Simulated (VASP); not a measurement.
# GW on SnSe2: a test of the settings

Aim: test the GW correction to the gap of SnSe2. The starting structure is a measured crystal structure from the Crystallography Open Database. Cell and atoms stay as given.

Main program and level: VASP 6.6.1; GW on LDA orbitals, with plane waves and PAW data sets made for GW.

## 1. Set-up

It takes space group P-3m1 (No. 164, trigonal). Conventional cell: a = 3.811 Å, b = 3.811 Å, c = 6.141 Å, α = 90.00°, β = 90.00°, γ = 120.00°. Nearest to Sn lie 6 Se at 2.68 Å. Nearest to Se lie 3 Sn at 2.68 Å. Farther neighbours and most contacts between anions are not listed.

Coordinates:

```xyz
3
Lattice="3.8108 0.0000 0.0000 -1.9054 3.3002 0.0000 0.0000 0.0000 6.1410" Properties=species:S:1:pos:R:3 pbc="T T T"
Sn    0.0000    0.0000    0.0000
Se    1.9054    1.1001    4.6107
Se    0.0000    2.2002    1.5303
```

## 2. G0W0 (response cutoff 100 eV, 4×4×2 mesh)

It reads the orbitals and their derivatives (WAVECAR and WAVEDER) of a run with the empty bands, which follows a ground-state run; neither is shown.

INCAR reads:

```
SYSTEM = SnSe2
PREC = Accurate
ENCUT = 300
ISMEAR = 0
SIGMA = 0.01
LREAL = .FALSE.
GGA = CA
NBANDS = 176
ALGO = EVGW0
NELMGW = 1
ENCUTGW = 100
NOMEGA = 40
PRECFOCK = Fast
NBANDSGW = 24
LWAVE = .FALSE.
LCHARG = .FALSE.
```

POSCAR reads:

```
SnSe2
1.0
    3.8108000000      0.0000000000      0.0000000000
   -1.9054000000      3.3002496087      0.0000000000
    0.0000000000      0.0000000000      6.1410000000
Sn Se
1 2
Direct
    0.0000000000      0.0000000000      0.0000000000
    0.6666666667      0.3333333333      0.7508000000
    0.3333333333      0.6666666667      0.2492000000
```

KPOINTS reads:

```
Automatic mesh
0
Gamma
4 4 2
0 0 0
```

The projector-augmented-wave data sets are Sn_d_GW and Se_GW (LDA family, release 64).

Command:

```bash
mpirun -np 4 vasp_std
```

Log:

```text
[banner, memory and clock lines left out]
running    4 mpi-ranks, on    1 nodes
 distrk:  each k-point on    4 cores,    1 groups
 distr:  one band on    1 cores,    4 groups

 POSCAR found type information on POSCAR SnSe
 POSCAR found :  2 types and       3 ions
|                                                                             |
|           W    W    AA    RRRRR   N    N  II  N    N   GGGG   !!!           |
|           W    W   A  A   R    R  NN   N  II  NN   N  G    G  !!!           |
|           W    W  A    A  R    R  N N  N  II  N N  N  G       !!!           |
|           W WW W  AAAAAA  RRRRR   N  N N  II  N  N N  G  GGG   !            |
|           WW  WW  A    A  R   R   N   NN  II  N   NN  G    G                |
|           W    W  A    A  R    R  N    N  II  N    N   GGGG   !!!           |
|                                                                             |
|     The default for ENCUTGWSOFT is different in this version of VASP.       |
|     please manually set ENCUTGWSOFT =100 in the INCAR file.                 |
|                                                                             |

 LDA part: xc-table for (Slater(with rela. corr.)+CA(PZ))
 , standard interpolation
 found WAVECAR, reading the header
 POSCAR, INCAR and KPOINTS ok, starting setup
 FFT: planning ... GRIDC
 FFT: planning ... GRID_SOFT
 FFT: planning ... GRID
 reading WAVECAR
 the WAVECAR file was read successfully
 initial charge from wavefunction
 available memory per node:    191.20 GB, setting MAXMEM to    195785

 The Fermi energy was updated, please check that it is located mid-gap
 values below the HOMO (VB) or above the LUMO (CB) will cause erroneous energies
 E-fermi :   3.6515

 calculate exact exchange contribution
 the WAVEDER file was read successfully
|                                                                             |
|           W    W    AA    RRRRR   N    N  II  N    N   GGGG   !!!           |
|           W    W   A  A   R    R  NN   N  II  NN   N  G    G  !!!           |
|           W    W  A    A  R    R  N N  N  II  N N  N  G       !!!           |
|           W WW W  AAAAAA  RRRRR   N  N N  II  N  N N  G  GGG   !            |
|           WW  WW  A    A  R   R   N   NN  II  N   NN  G    G                |
|           W    W  A    A  R    R  N    N  II  N    N   GGGG   !!!           |
|                                                                             |
|     Automatic setting of frequency mesh for GW failed. Frequency mesh       |
|     properly not suitable for determining QP energies. Consider             |
|     increasing number of kpoints.                                           |
|                                                                             |

energies w=
    0.000    0.000    0.387    0.000    0.772    0.000    1.153    0.000
    1.527    0.000    1.894    0.000    2.253    0.000    2.604    0.000
    2.947    0.000    3.283    0.000    3.613    0.000    3.938    0.000
    4.261    0.000    4.583    0.000    4.905    0.000    5.230    0.000
    5.561    0.000    5.899    0.000    6.248    0.000    6.611    0.000
    6.993    0.000    7.396    0.000    7.828    0.000    8.295    0.000
    8.805    0.000    9.369    0.000   10.001    0.000   10.719    0.000
   11.548    0.000   12.522    0.000   13.688    0.000   15.119    0.000
   16.920    0.000   19.264    0.000   22.445    0.000   27.009    0.000
   34.094    0.000   46.538    0.000   73.936    0.000  182.413    0.000
 responsefunction array rank=     180
 LDA part: xc-table for (Slater(with rela. corr.)+CA(PZ))
 , standard interpolation

 min. memory requirement per mpi rank    118.1 MB, per node    472.4 MB

 allocating  10 responsefunctions rank=   180
 shmem allocating  40 responsefunctions rank=   180
 response function shared by NCSHMEM nodes    1
 Doing           10  frequencies on each core in blocks of           40
NQ=   1    0.0000    0.0000    0.0000,
|.........|.........|.........|.........|.........|.........|.........|.........
 performed        203000 updates of chi_q(r,r)
 total number of BLAS operations         42.14 Gflops
NQ=   2    0.2500    0.0000    0.0000,
|.........|.........|.........|.........|.........|.........|.........|.........
 performed        608000 updates of chi_q(r,r)
 total number of BLAS operations        141.60 Gflops
NQ=   3    0.5000    0.0000    0.0000,
|.........|.........|.........|.........|.........|.........|.........|.........
 performed        912000 updates of chi_q(r,r)
 total number of BLAS operations        212.01 Gflops
NQ=   4    0.2500    0.2500    0.0000,
|.........|.........|.........|.........|.........|.........|.........|.........
 performed       1317000 updates of chi_q(r,r)
 total number of BLAS operations        316.07 Gflops
NQ=   5    0.0000    0.0000    0.5000,
|.........|.........|.........|.........|.........|.........|.........|.........
 performed       1520000 updates of chi_q(r,r)
 total number of BLAS operations        367.58 Gflops
NQ=   6    0.2500    0.0000    0.5000,
|.........|.........|.........|.........|.........|.........|.........|.........
 performed       1925000 updates of chi_q(r,r)
 total number of BLAS operations        465.90 Gflops
NQ=   7    0.5000    0.0000    0.5000,
|.........|.........|.........|.........|.........|.........|.........|.........
 performed       2229000 updates of chi_q(r,r)
 total number of BLAS operations        544.85 Gflops
NQ=   8    0.2500    0.2500    0.5000,
|.........|.........|.........|.........|.........|.........|.........|.........
 performed       2634000 updates of chi_q(r,r)
 total number of BLAS operations        645.44 Gflops
 resolving degeneracies of screened two electron integrals

 calculate QP shifts <psi_nk| G(iteration)W_0 |psi_nk>: iteration 1
 entering main loop
```

Elapsed: 88 s, on 4 MPI ranks of Intel Xeon Platinum 8375C at 2.90GHz (Ice Lake), shared host; peak memory 0.69 GiB; 5.8 min of CPU time.

The logs omit lines about the potential files and the build; timing stands in the text.

OUTCAR, selected parts (step 2):

```text
ion  position               nearest neighbor table
   1  0.000  0.000  0.000-   2 2.68   3 2.68   3 2.68   2 2.68   2 2.68   3 2.68
   2  0.667  0.333  0.751-   1 2.68   1 2.68   1 2.68
   3  0.333  0.667  0.249-   1 2.68   1 2.68   1 2.68

  LATTYP: Found a hexagonal cell.
 ALAT       =     3.8108000000
 C/A-ratio  =     1.6114726567

 Subroutine GETGRP returns: Found 12 space group operations
 (whereof 12 operations were pure point group operations)

The static configuration has the point symmetry D_3d.

 Found      8 irreducible k-points:

   k-points           NKPTS =      8   k-points in BZ     NKDIM =     32   number of bands    NBANDS=    176

   dimension x,y,z NGX =    24 NGY =   24 NGZ =   36
   dimension x,y,z NGXF=    48 NGYF=   48 NGZF=   72

   ENCUT  =  300.0 eV  22.05 Ry    4.70 a.u.   5.38  5.38  8.67*2*pi/ulx,y,z

   NELECT =      26.0000    total number of electrons

  energy-cutoff  :      300.00
  volume of cell :       77.23
      direct lattice vectors                 reciprocal lattice vectors
     3.810800000  0.000000000  0.000000000     0.262412092  0.151503692  0.000000000
    -1.905400000  3.300249609  0.000000000     0.000000000  0.303007384  0.000000000
     0.000000000  0.000000000  6.141000000     0.000000000  0.000000000  0.162839928

 k-points in reciprocal lattice and weights: Automatic mesh
   0.00000000  0.00000000  0.00000000       0.031
   0.25000000  0.00000000  0.00000000       0.188
   0.50000000  0.00000000  0.00000000       0.094
   0.25000000  0.25000000  0.00000000       0.188
   0.00000000  0.00000000  0.50000000       0.031
   0.25000000  0.00000000  0.50000000       0.188
   0.50000000  0.00000000  0.50000000       0.094
   0.25000000  0.25000000  0.50000000       0.188

 E-fermi :   3.6515

 QP shifts <psi_nk| G(iteration)W_0 |psi_nk>: iteration 1
 for sc-GW calculations column KS-energies equals QP-energies in previous step
 and V_xc(KS)=  KS-energies - (<T + V_ion + V_H > + <T+V_H+V_ion>^1  + <V_x>^1)
 k-point   1 :       0.0000    0.0000    0.0000
  band No.  KS-energies  QP-energies   sigma(KS)   V_xc(KS)     V^pw_x(r,r')   Z            occupation Imag(sigma)
    ...
     10       2.5788       2.3529     -12.7898     -12.4813     -14.6242       0.7321       2.0000       0.2009
     11       2.9096       2.7174     -12.7227     -12.4582     -14.4417       0.7264       2.0000       0.1915
     12       2.9096       2.7174     -12.7227     -12.4582     -14.4417       0.7264       2.0000       0.1915
     13       3.2716       3.0652     -12.8616     -12.5785     -14.7129       0.7290       2.0000       0.1906
     14       4.1604       4.6854     -11.0270     -11.7124      -7.6939       0.7659       0.0000      -0.0266
     15       6.0623       6.5236      -9.8634     -10.4597      -5.7875       0.7738       0.0000      -0.0818
     16       7.8038       8.3394     -10.7308     -11.4335      -6.2723       0.7622       0.0000      -0.1331
     17       7.8038       8.3394     -10.7308     -11.4335      -6.2723       0.7622       0.0000      -0.1331
    ...

 k-point   2 :       0.2500    0.0000    0.0000
  band No.  KS-energies  QP-energies   sigma(KS)   V_xc(KS)     V^pw_x(r,r')   Z            occupation Imag(sigma)
    ...
     10       0.8966       0.6197     -11.8696     -11.4938     -14.1009       0.7369       2.0000       0.3082
     11       1.2798       1.0048     -12.3544     -11.9786     -14.5171       0.7316       2.0000       0.2713
     12       3.0646       2.8436     -12.6141     -12.3108     -14.4133       0.7288       2.0000       0.1867
     13       3.1635       2.9735     -12.8295     -12.5689     -14.4906       0.7293       2.0000       0.1804
     14       5.1755       5.6093     -11.2598     -11.8363      -7.6956       0.7524       0.0000      -0.0564
     15       7.0499       7.5753     -10.1948     -10.8773      -6.0436       0.7698       0.0000      -0.0975
     16       8.5751       9.1335     -10.7903     -11.5316      -6.2016       0.7532       0.0000      -0.1574
     17       8.8493       9.3788     -10.3756     -11.0740      -5.8752       0.7582       0.0000      -0.1630
    ...

 k-point   3 :       0.5000    0.0000    0.0000
  band No.  KS-energies  QP-energies   sigma(KS)   V_xc(KS)     V^pw_x(r,r')   Z            occupation Imag(sigma)
    ...
     10       0.3363      -0.0108     -11.7437     -11.2724     -14.4342       0.7364       2.0000       0.3944
     11       0.5847       0.2805     -12.2153     -11.8012     -14.6024       0.7348       2.0000       0.3229
     12       2.0327       1.7979     -11.5871     -11.2659     -13.3959       0.7308       2.0000       0.2221
     13       2.9903       2.7819     -12.7463     -12.4603     -14.4838       0.7289       2.0000       0.1874
     14       4.3401       4.6659     -11.2369     -11.6681      -8.1136       0.7558       0.0000      -0.0287
     15       6.9004       7.3493      -9.7570     -10.3381      -5.6348       0.7726       0.0000      -0.0959
     16       8.5967       8.8477      -8.8327      -9.1580      -4.5885       0.7717       0.0000      -0.1333
     17       8.6436       9.1526     -10.4274     -11.1019      -5.9175       0.7546       0.0000      -0.1600
    ...

 k-point   4 :       0.2500    0.2500    0.0000
  band No.  KS-energies  QP-energies   sigma(KS)   V_xc(KS)     V^pw_x(r,r')   Z            occupation Imag(sigma)
    ...
     10      -0.3246      -0.6819     -11.8327     -11.3552     -14.4985       0.7484       2.0000       0.4363
     11       0.7682       0.4627     -12.1480     -11.7344     -14.4171       0.7387       2.0000       0.3135
     12       1.3739       1.0924     -11.5992     -11.2157     -13.7549       0.7341       2.0000       0.2863
     13       2.4683       2.2126     -12.1546     -11.8015     -14.0974       0.7243       2.0000       0.2091
     14       4.8754       5.2748     -11.0434     -11.5756      -7.6916       0.7507       0.0000      -0.0452
     15       8.9921       9.5366     -10.6414     -11.3617      -5.9974       0.7560       0.0000      -0.1786
     16       9.3945      10.0085     -10.6535     -11.4670      -5.9858       0.7548       0.0000      -0.1928
     17       9.5964      10.1610     -10.8070     -11.5600      -6.0047       0.7498       0.0000      -0.2209
    ...

[... 4 further parts left out ...]
```

G0W0 (response cutoff 100 eV, 4×4×2 mesh): the quasiparticle gap on this mesh is 1.313 eV, +0.554 eV from the LDA gap on the same points, with 176 bands.

## 3. G0W0 (response cutoff 160 eV, 4×4×2 mesh)

It reads the orbitals and their derivatives (WAVECAR and WAVEDER) of a run with the empty bands, which follows a ground-state run; neither is shown.

INCAR, as its differences from that of step 2:

```diff
@@ -7,6 +7,6 @@
 GGA = CA
-NBANDS = 176
+NBANDS = 356
 ALGO = EVGW0
 NELMGW = 1
-ENCUTGW = 100
+ENCUTGW = 160
 NOMEGA = 40
```

POSCAR is that of step 2.

KPOINTS is that of step 2.

Command:

```bash
mpirun -np 4 vasp_std
```

Log:

```text
[banner, memory and clock lines left out]
running    4 mpi-ranks, on    1 nodes
[...]
|                                                                             |
|           W    W    AA    RRRRR   N    N  II  N    N   GGGG   !!!           |
|           W    W   A  A   R    R  NN   N  II  NN   N  G    G  !!!           |
|           W    W  A    A  R    R  N N  N  II  N N  N  G       !!!           |
|           W WW W  AAAAAA  RRRRR   N  N N  II  N  N N  G  GGG   !            |
|           WW  WW  A    A  R   R   N   NN  II  N   NN  G    G                |
|           W    W  A    A  R    R  N    N  II  N    N   GGGG   !!!           |
|                                                                             |
|     The default for ENCUTGWSOFT is different in this version of VASP.       |
|     please manually set ENCUTGWSOFT =160 in the INCAR file.                 |
|                                                                             |

 LDA part: xc-table for (Slater(with rela. corr.)+CA(PZ))
[...]
total number of BLAS operations       1808.97 Gflops
NQ=   4    0.2500    0.2500    0.0000,
|.........|.........|.........|.........|.........|.........|.........|.........
 performed       2713000 updates of chi_q(r,r)
 total number of BLAS operations       2681.40 Gflops
NQ=   5    0.0000    0.0000    0.5000,
|.........|.........|.........|.........|.........|.........|.........|.........
 performed       3135000 updates of chi_q(r,r)
 total number of BLAS operations       3062.61 Gflops
NQ=   6    0.2500    0.0000    0.5000,
|.........|.........|.........|.........|.........|.........|.........|.........
 performed       3967000 updates of chi_q(r,r)
 total number of BLAS operations       3832.22 Gflops
NQ=   7    0.5000    0.0000    0.5000,
|.........|.........|.........|.........|.........|.........|.........|.........
 performed       4594000 updates of chi_q(r,r)
 total number of BLAS operations       4511.65 Gflops
NQ=   8    0.2500    0.2500    0.5000,
|.........|.........|.........|.........|.........|.........|.........|.........
 performed       5426000 updates of chi_q(r,r)
 total number of BLAS operations       5413.24 Gflops
 resolving degeneracies of screened two electron integrals

 calculate QP shifts <psi_nk| G(iteration)W_0 |psi_nk>: iteration 1
 entering main loop
[key lines of the parts left out:]
E-fermi :   3.6515
```

Run time: 4.9 min. Hardware: 4 MPI ranks; peak memory 1.2 GiB.

From OUTCAR (step 3):

```text
 QP shifts <psi_nk| G(iteration)W_0 |psi_nk>: iteration 1
 for sc-GW calculations column KS-energies equals QP-energies in previous step
 and V_xc(KS)=  KS-energies - (<T + V_ion + V_H > + <T+V_H+V_ion>^1  + <V_x>^1)
 k-point   1 :       0.0000    0.0000    0.0000
  band No.  KS-energies  QP-energies   sigma(KS)   V_xc(KS)     V^pw_x(r,r')   Z            occupation Imag(sigma)
    ...
     10       2.5788       2.1454     -13.0746     -12.4813     -14.6242       0.7306       2.0000       0.0157
     11       2.9096       2.5132     -13.0052     -12.4582     -14.4417       0.7247       2.0000       0.0391
     12       2.9096       2.5132     -13.0052     -12.4582     -14.4417       0.7247       2.0000       0.0391
     13       3.2716       2.8490     -13.1593     -12.5785     -14.7129       0.7276       2.0000       0.0247
     14       4.1604       4.4931     -11.2771     -11.7124      -7.6939       0.7644       0.0000      -0.2026
     15       6.0623       6.3821     -10.0459     -10.4597      -5.7875       0.7732       0.0000      -0.2533
     16       7.8038       8.1628     -10.9619     -11.4335      -6.2723       0.7612       0.0000      -0.3204
     17       7.8038       8.1628     -10.9619     -11.4335      -6.2723       0.7612       0.0000      -0.3204
    ...

[... 1 part as in an earlier step ...]

[... 2 further parts left out ...]
[key lines of the parts left out:]
E-fermi :   3.6515
```

G0W0 (response cutoff 160 eV, 4×4×2 mesh): the quasiparticle gap on this mesh is 1.353 eV, +0.594 eV from the LDA gap on the same points, with 356 bands.

(Continued in part 2 of 3.)

[Lines on the potential files, build, host, timing and source positions are cut from VASP's logs without a mark.]

[Logs are printed without paths, hosts, clocks, repeated set-up lines and the standing remarks that a program may print on its own settings, such as how far it seeks lower states.]

[Hosts, paths, dates, database ids (printed as entryN), source tags and the programs' standing remarks are cut or masked in the printed files.]
